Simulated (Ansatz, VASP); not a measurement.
# Cross-check of SiC between VASP and Ansatz, part 2 of 3

Aim: how closely do two programs agree when they are given the same cell, functional and k mesh? The cell is taken from a series of runs on this material, whose earlier steps may have relaxed, scaled, displaced or heated it; both programs get it as it stands.

VASP 6.6.1 and Ansatz 0.2.0.

So far: Set-up; Ansatz: zone-centre phonons, LDA.

## Step 3: VASP: zone-centre phonons, LDA

Level of this step: LDA; plane waves and PAW (C, Si) (VASP).

The same cell, functional (in two slightly different forms) and mesh now go to VASP, with its own data sets.

Lines of VASP's logs that name or quote its potential files are left out, and so is its time.

File INCAR:

```
SYSTEM = SiC
PREC = Accurate
ENCUT = 600
EDIFF = 1E-08
NELM = 120
ISMEAR = 0
SIGMA = 0.01
LREAL = .FALSE.
ALGO = Normal
GGA = PW92
NBANDS = 24
LORBIT = 11
LWAVE = .FALSE.
LCHARG = .FALSE.
ISIF = 2
IBRION = 8
LEPSILON = .TRUE.
LASPH = .TRUE.
GGA_COMPAT = .FALSE.
EFERMI = MIDGAP
KPAR = 2
```

File POSCAR:

```
SiC
1.0
    3.0786457848      0.0000000000      0.0000000000
   -1.5393228924      2.6661854589      0.0000000000
    0.0000000000      0.0000000000     10.0792340566
C Si
4 4
Direct
    0.6666666667      0.3333333333      0.7498002106
    0.3333333333      0.6666666667      0.2498002106
    0.0000000000      0.0000000000      0.5004514597
    0.0000000000      0.0000000000      0.0004514597
    0.6666666667      0.3333333333      0.9378571567
    0.3333333333      0.6666666667      0.4378571567
    0.0000000000      0.0000000000      0.6878901729
    0.0000000000      0.0000000000      0.1878901729
```

File KPOINTS:

```
Automatic mesh
0
Gamma
9 9 4
0 0 0
```

The projector-augmented-wave data sets are C and Si (LDA family, release 64).

On the command line:

```
$ mpirun -np 2 vasp_std
```

The program printed:

```text
[banner, memory and clock lines left out]
running    2 mpi-ranks, on    1 nodes
 distrk:  each k-point on    1 cores,    2 groups
 distr:  one band on    1 cores,    1 groups

 POSCAR found type information on POSCAR C Si
 POSCAR found :  2 types and       8 ions
|                                                                             |
|               ----> ADVICE to this user running VASP <----                  |
|                                                                             |
|     You enforced a specific xc type in the INCAR file but a different       |
|     [... a line on the potential file left out ...]
|     I HOPE YOU KNOW WHAT YOU ARE DOING!                                     |
|                                                                             |

 LDA part: xc-table for (Slater(with rela. corr.)+PW92), standard interpolation
 POSCAR, INCAR and KPOINTS ok, starting setup
 FFT: planning ... GRIDC
 FFT: planning ... GRID_SOFT
 FFT: planning ... GRID
 WAVECAR not read
 entering main loop
       N       E                     dE             d eps       ncg     rms          rms(c)
DAV:   1     0.817703633083E+02    0.81770E+02   -0.15998E+04  1728   0.135E+03
DAV:   2    -0.668570352166E+02   -0.14863E+03   -0.13689E+03  2352   0.209E+02
DAV:   3    -0.746637207606E+02   -0.78067E+01   -0.77516E+01  2304   0.466E+01
DAV:   4    -0.747777682161E+02   -0.11405E+00   -0.11394E+00  2208   0.669E+00
DAV:   5    -0.747801523007E+02   -0.23841E-02   -0.23833E-02  2296   0.903E-01    0.181E+01
DAV:   6    -0.669339592608E+02    0.78462E+01   -0.23578E+01  2216   0.218E+01    0.830E+00
DAV:   7    -0.666922441776E+02    0.24172E+00   -0.21449E+00  2384   0.690E+00    0.332E+00
DAV:   8    -0.666211312950E+02    0.71113E-01   -0.13170E-01  2080   0.179E+00    0.111E+00
DAV:   9    -0.666098611609E+02    0.11270E-01   -0.18967E-02  2248   0.746E-01    0.158E-01
DAV:  10    -0.666099624815E+02   -0.10132E-03   -0.96624E-04  2168   0.175E-01    0.861E-02
DAV:  11    -0.666099727959E+02   -0.10314E-04   -0.38798E-05  2288   0.415E-02    0.199E-02
DAV:  12    -0.666099679416E+02    0.48543E-05   -0.95975E-06  2144   0.150E-02    0.999E-03
DAV:  13    -0.666099674824E+02    0.45918E-06   -0.20894E-06  2280   0.644E-03    0.235E-03
DAV:  14    -0.666099674872E+02   -0.47344E-08   -0.73131E-08  2200   0.175E-03
   1 F= -.66609967E+02 E0= -.66609967E+02  d E =0.000000E+00
 Linear response reoptimize wavefunctions to high precision
DAV:   1    -0.666099674888E+02   -0.15857E-08   -0.11919E-09  1688   0.234E-04
DAV:   2    -0.666099674888E+02   -0.16371E-10   -0.16350E-10  1504   0.813E-05
 Linear response G [H, r] |phi>, progress :
  Direction:   1
       N       E                     dE             d eps       ncg     rms
RMM:   1    -0.151043947593E+03   -0.15104E+03    0.16026E+01  4486   0.748E+01
RMM:   2    -0.102791463921E+03    0.48252E+02   -0.15757E+01  2974   0.223E+01
RMM:   3    -0.102961887145E+03   -0.17042E+00   -0.32532E-01  3137   0.310E+00
RMM:   4    -0.102966125356E+03   -0.42382E-02   -0.11663E-02  3302   0.550E-01
RMM:   5    -0.102966315682E+03   -0.19033E-03   -0.12591E-03  3273   0.122E-01
RMM:   6    -0.102966340015E+03   -0.24333E-04   -0.70037E-04  3365   0.358E-02
RMM:   7    -0.102966340863E+03   -0.84737E-06   -0.65675E-04  3308   0.164E-02
RMM:   8    -0.102966343504E+03   -0.26409E-05   -0.67137E-04  3427   0.119E-02
RMM:   9    -0.102966345951E+03   -0.24478E-05   -0.88627E-04  3421   0.108E-02
RMM:  10    -0.102966346862E+03   -0.91088E-06   -0.55792E-04  3192   0.104E-02
RMM:  11    -0.102966347396E+03   -0.53334E-06   -0.93934E-04  2973   0.103E-02
RMM:  12    -0.102966346255E+03    0.11405E-05   -0.96133E-04  2915   0.102E-02
 Linear response G [H, r] |phi>, progress :
  Direction:   2
       N       E                     dE             d eps       ncg     rms
RMM:   1    -0.172975080503E+03   -0.17298E+03   -0.31462E+02  4381   0.715E+01
RMM:   2    -0.129792281497E+03    0.43183E+02   -0.12205E+01  2976   0.204E+01
RMM:   3    -0.129958478610E+03   -0.16620E+00   -0.18320E-01  3094   0.265E+00
RMM:   4    -0.129964712502E+03   -0.62339E-02    0.53676E-03  3287   0.436E-01
RMM:   5    -0.129965815196E+03   -0.11027E-02    0.15785E-03  3269   0.875E-02
RMM:   6    -0.129965980066E+03   -0.16487E-03    0.25429E-04  3328   0.247E-02
RMM:   7    -0.129966012487E+03   -0.32421E-04   -0.58278E-05  3308   0.123E-02
RMM:   8    -0.129966012572E+03   -0.85144E-07   -0.12945E-04  3393   0.995E-03
RMM:   9    -0.129966015843E+03   -0.32705E-05   -0.11764E-04  3382   0.946E-03
RMM:  10    -0.129966012786E+03    0.30570E-05    0.10121E-04  3050   0.927E-03
RMM:  11    -0.129966015123E+03   -0.23375E-05    0.16634E-04  2862   0.925E-03
 Linear response G [H, r] |phi>, progress :
  Direction:   3
       N       E                     dE             d eps       ncg     rms
[...]
force on displaced ion       1 direction 3 :   0.000  -0.000 -26.112
 Born effective charge ion    1 direction 3 :  -0.000  -0.000  -2.739
 Linear response progress:
  Degree of freedom:   3/  8
       N       E                     dE             d eps       ncg     rms          rms(c)
RMM:   1    -0.127626712361E+00   -0.12763E+00    0.59275E-02 16542   0.172E+00
RMM:   2    -0.123423126895E+00    0.42036E-02   -0.51004E-03 12714   0.377E-01    0.205E-01
[...]
first order change of Fermi-energy   0.33483E+00
 force on displaced ion       3 direction 3 :   0.000   0.000 -26.581
 Born effective charge ion    3 direction 3 :   0.000   0.000  -2.809
 Linear response progress:
  Degree of freedom:   5/  8
       N       E                     dE             d eps       ncg     rms          rms(c)
RMM:   1    -0.183948077469E-01   -0.18395E-01   -0.36934E-03 19137   0.802E-01
RMM:   2    -0.150352894139E-01    0.33595E-02   -0.11543E-03 12941   0.216E-01    0.130E-01
RMM:   3    -0.149438289491E-01    0.91460E-04    0.18432E-04 13639   0.529E-02    0.750E-02
RMM:   4    -0.150056303544E-01   -0.61801E-04    0.19035E-04 13163   0.487E-02    0.781E-03
RMM:   5    -0.150105821126E-01   -0.49518E-05   -0.34054E-05 13879   0.105E-02    0.226E-03
RMM:   6    -0.150080806483E-01    0.25015E-05   -0.11527E-06 14293   0.155E-03    0.857E-04
RMM:   7    -0.150071952710E-01    0.88538E-06    0.74351E-07 14473   0.412E-04    0.124E-04
RMM:   8    -0.150070315710E-01    0.16370E-06   -0.21449E-07 14568   0.148E-04    0.210E-05
RMM:   9    -0.150070710005E-01   -0.39430E-07   -0.11111E-07 14784   0.806E-05    0.353E-06
RMM:  10    -0.150070642655E-01    0.67350E-08   -0.60717E-08 15201   0.625E-05    0.188E-06
 first order change of Fermi-energy  -0.41314E+00
 force on displaced ion       5 direction 1 : -19.440  -0.001   0.000
 Born effective charge ion    5 direction 1 :   2.671  -0.000  -0.000
 Linear response progress:
  Degree of freedom:   6/  8
       N       E                     dE             d eps       ncg     rms          rms(c)
RMM:   1    -0.453220392382E-01   -0.45322E-01    0.42177E-02  5711   0.122E+00
RMM:   2    -0.359249171580E-01    0.93971E-02   -0.51574E-03  3446   0.384E-01    0.156E-01
RMM:   3    -0.351905030716E-01    0.73441E-03   -0.96366E-04  3729   0.114E-01    0.881E-02
RMM:   4    -0.348912066032E-01    0.29930E-03   -0.19870E-04  3867   0.811E-02    0.277E-02
RMM:   5    -0.348998913045E-01   -0.86847E-05    0.33567E-05  3836   0.269E-02    0.666E-03
RMM:   6    -0.349156203315E-01   -0.15729E-04    0.45762E-05  3706   0.965E-03    0.282E-03
RMM:   7    -0.349204931994E-01   -0.48729E-05    0.10587E-05  3779   0.323E-03    0.888E-04
RMM:   8    -0.349230270131E-01   -0.25338E-05    0.60467E-06  3838   0.111E-03    0.308E-04
RMM:   9    -0.349227753537E-01    0.25166E-06    0.10716E-05  3883   0.306E-04    0.157E-04
RMM:  10    -0.349229208449E-01   -0.14549E-06    0.86548E-06  3859   0.236E-04    0.274E-05
RMM:  11    -0.349231109658E-01   -0.19012E-06    0.64321E-06  3908   0.120E-04    0.821E-06
RMM:  12    -0.349229288332E-01    0.18213E-06    0.73308E-06  3956   0.783E-05    0.545E-06
RMM:  13    -0.349229937611E-01   -0.64928E-07    0.68345E-06  4117   0.718E-05    0.737E-07
RMM:  14    -0.349229877046E-01    0.60565E-08    0.65757E-06  3916   0.690E-05    0.435E-07
RMM:  15    -0.349229500660E-01    0.37639E-07    0.71066E-06  3378   0.680E-05    0.185E-07
RMM:  16    -0.349229574284E-01   -0.73624E-08    0.70104E-06  3257   0.678E-05    0.548E-08
 first order change of Fermi-energy  -0.32872E+00
 force on displaced ion       5 direction 3 :   0.000   0.000 -29.899
 Born effective charge ion    5 direction 3 :   0.000   0.000   2.636
 Linear response progress:
  Degree of freedom:   7/  8
       N       E                     dE             d eps       ncg     rms          rms(c)
RMM:   1    -0.185324759967E-01   -0.18532E-01   -0.37749E-03 19081   0.804E-01
RMM:   2    -0.151615732415E-01    0.33709E-02   -0.18881E-03 12948   0.217E-01    0.129E-01
RMM:   3    -0.150572031065E-01    0.10437E-03   -0.35121E-04 13624   0.532E-02    0.749E-02
RMM:   4    -0.151194479108E-01   -0.62245E-04   -0.34838E-04 13200   0.486E-02    0.775E-03
RMM:   5    -0.150660921339E-01    0.53356E-04    0.16117E-05 13882   0.106E-02    0.228E-03
RMM:   6    -0.150683424452E-01   -0.22503E-05    0.90330E-07 14336   0.158E-03    0.846E-04
RMM:   7    -0.150679450706E-01    0.39737E-06   -0.62567E-07 14450   0.416E-04    0.137E-04
RMM:   8    -0.150675291011E-01    0.41597E-06    0.38540E-07 14576   0.153E-04    0.213E-05
RMM:   9    -0.150676203517E-01   -0.91251E-07   -0.20906E-07 14777   0.813E-05    0.378E-06
RMM:  10    -0.150676157290E-01    0.46227E-08   -0.14090E-07 15145   0.629E-05    0.200E-06
RMM:  11    -0.150676180727E-01   -0.23437E-08   -0.86875E-08 14565   0.591E-05    0.627E-07
 first order change of Fermi-energy   0.43346E+00
 force on displaced ion       7 direction 1 : -19.638  -0.000   0.001
 Born effective charge ion    7 direction 1 :   2.681  -0.000  -0.000
 Linear response progress:
  Degree of freedom:   8/  8
       N       E                     dE             d eps       ncg     rms          rms(c)
RMM:   1    -0.469861393330E-01   -0.46986E-01    0.26247E-02  5744   0.122E+00
RMM:   2    -0.359695065571E-01    0.11017E-01   -0.60113E-03  3457   0.388E-01    0.157E-01
RMM:   3    -0.351760862665E-01    0.79342E-03   -0.15041E-03  3739   0.117E-01    0.888E-02
RMM:   4    -0.348344138191E-01    0.34167E-03   -0.43299E-04  3860   0.822E-02    0.286E-02
RMM:   5    -0.348065950993E-01    0.27819E-04    0.17448E-04  3848   0.279E-02    0.706E-03
RMM:   6    -0.348400715388E-01   -0.33476E-04    0.24593E-05  3705   0.101E-02    0.296E-03
RMM:   7    -0.348389493684E-01    0.11222E-05    0.49561E-05  3794   0.349E-03    0.952E-04
RMM:   8    -0.348450376062E-01   -0.60882E-05    0.11060E-05  3833   0.116E-03    0.356E-04
RMM:   9    -0.348450220503E-01    0.15556E-07    0.13090E-05  3876   0.344E-04    0.161E-04
RMM:  10    -0.348455270244E-01   -0.50497E-06    0.10442E-05  3857   0.253E-04    0.308E-05
RMM:  11    -0.348456985164E-01   -0.17149E-06    0.75877E-06  3910   0.133E-04    0.853E-06
RMM:  12    -0.348460107017E-01   -0.31219E-06    0.38580E-06  3980   0.873E-05    0.508E-06
RMM:  13    -0.348460194150E-01   -0.87132E-08    0.32081E-06  4037   0.792E-05    0.111E-06
RMM:  14    -0.348459401521E-01    0.79263E-07    0.38819E-06  4035   0.770E-05    0.373E-07
RMM:  15    -0.348459035691E-01    0.36583E-07    0.44480E-06  3546   0.759E-05    0.259E-07
RMM:  16    -0.348458950465E-01    0.85225E-08    0.42598E-06  3314   0.756E-05    0.106E-07
RMM:  17    -0.348459028841E-01   -0.78375E-08    0.47681E-06  3261   0.755E-05    0.426E-08
 first order change of Fermi-energy  -0.16096E+00
 force on displaced ion       7 direction 3 :  -0.000   0.000 -30.054
 Born effective charge ion    7 direction 3 :   0.000   0.000   2.912
 Born effective charges drift removed
 Linear response finished
```

(Part 2 of 3 ends here.)

[Lines on the potential files, build, host, timing and source positions are cut from VASP's logs without a mark.]

[Logs are printed without paths, hosts, clocks, repeated set-up lines and the standing remarks that a program may print on its own settings, such as how far it seeks lower states.]

[Hosts, paths, dates, database ids (printed as entryN), source tags and the programs' standing remarks are cut or masked in the printed files.]
